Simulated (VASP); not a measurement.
Calculation: LDA (Ceperley-Alder, Perdew-Zunger), VASP's LDA PAW potentials (set 64) (plane waves; VASP 6.6.1).

Input for VASP

**POSCAR**
```
Tl
1
   -1.9282910000     1.9282910000     1.9282910000
    1.9282910000    -1.9282910000     1.9282910000
    1.9282910000     1.9282910000    -1.9282910000
Tl
1
Direct
  0.0000000000   0.0000000000   0.0000000000
```

### INCAR
```
SYSTEM = Tl
PREC = Accurate
ENCUT = 300
EDIFF = 1E-6
NELM = 100
ALGO = Normal
LREAL = .FALSE.
LASPH = .TRUE.
ISMEAR = -1
SIGMA = 0.1
LMAXMIX = 4
LWAVE = .FALSE.
LCHARG = .FALSE.
ISIF = 2
```

KPOINTS:
```
Automatic mesh
0
Gamma
2 2 2
0 0 0
```

POTCAR, in this order: Tl_d (LDA.64 set). Program: vasp_std.

The run wrote:

### OSZICAR
```
       N       E                     dE             d eps       ncg     rms          rms(c)
DAV:   1     0.361172077482E+02    0.36117E+02   -0.54756E+03    70   0.758E+02
DAV:   2    -0.305008264069E+01   -0.39167E+02   -0.38992E+02    64   0.184E+02
DAV:   3    -0.340345113567E+01   -0.35337E+00   -0.35326E+00    66   0.171E+01
DAV:   4    -0.340457789179E+01   -0.11268E-02   -0.11267E-02    72   0.113E+00
DAV:   5    -0.340458749267E+01   -0.96009E-05   -0.96012E-05    76   0.999E-02    0.258E+00
DAV:   6    -0.337699542106E+01    0.27592E-01   -0.39716E-02    60   0.203E+00    0.176E+00
DAV:   7    -0.336979348269E+01    0.72019E-02   -0.17769E-02    60   0.131E+00    0.550E-01
DAV:   8    -0.336930876160E+01    0.48472E-03   -0.84131E-04    64   0.332E-01    0.274E-02
DAV:   9    -0.336930962455E+01   -0.86296E-06   -0.32067E-06    60   0.202E-02
   1 F= -.33693096E+01 E0= -.33355052E+01  d E =-.676088E-01
```

OUTCAR:
```
------------------------ aborting loop because EDIFF is reached ----------------------------------------
  FORCE on cell =-STRESS in cart. coord.  units (eV):
  Direction    XX          YY          ZZ          XY          YZ          ZX
  --------------------------------------------------------------------------------------
  Total       -1.0531567     -1.0531567     -1.0531567      0.0000000      0.0000000     -0.0000000
  in kB      -58.8336598    -58.8336598    -58.8336598      0.0000000      0.0000000     -0.0000000
  external PRESSURE =     -58.8336598 kB  Pullay stress =       0.0000000 kB
  volume of cell :       28.68
      direct lattice vectors                 reciprocal lattice vectors
    -1.928291000  1.928291000  1.928291000     0.000000000  0.259296963  0.259296963
     1.928291000 -1.928291000  1.928291000     0.259296963  0.000000000  0.259296963
     1.928291000  1.928291000 -1.928291000     0.259296963  0.259296963  0.000000000
 POSITION                                       TOTAL-FORCE (eV/Angst)
 -----------------------------------------------------------------------------------
      0.00000      0.00000      0.00000         0.000000      0.000000     -0.000000
 -----------------------------------------------------------------------------------
    total drift:                                0.000000     -0.000000      0.000000
  FREE ENERGIE OF THE ION-ELECTRON SYSTEM (eV)
  ---------------------------------------------------
  free  energy   TOTEN  =        -3.3693096246 eV

  energy  without entropy=       -3.3017008337  energy(sigma->0) =       -3.33550523
```
(Selected blocks of OUTCAR.)

At this cut-off the stress carries a Pulay error, which pulls relaxed volumes low.

The structure was generated: Tl was put into an ordered model structure, which need not be its known phase. The cell was not relaxed at this level. The k-mesh is coarse (spacing up to 1.15 per Å, 2π included), so the numbers may not be converged in it. The run is one of a series of settings (KPOINTS 2×2×2 Γ-centred mesh against the base run), some of them coarse on purpose.
